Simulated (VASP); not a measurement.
```
Nb
1.0
   -1.65090     1.66741     1.66741
    1.65090    -1.66741     1.66741
    1.65090     1.66741    -1.66741
Nb
1
Direct
  0.00000   0.00000   0.00000
```

Calculation: r2SCAN meta-GGA, VASP's PBE PAW potentials (set 64) (plane waves; VASP). Run with 480 eV cut-off, 14×14×14 Γ-centred mesh, first-order Methfessel-Paxton smearing of 0.10 eV, potentials Nb_sv.

Give the stress tensor in GPa (positive for a compressed cell).

```
-2.20   0.00   0.00
 0.00  -3.32   0.00
 0.00   0.00  -3.32
```
The pressure is its mean diagonal, -2.95 GPa.

The compound is Nb in the bcc structure. This cell was strained or had an atom moved on purpose.
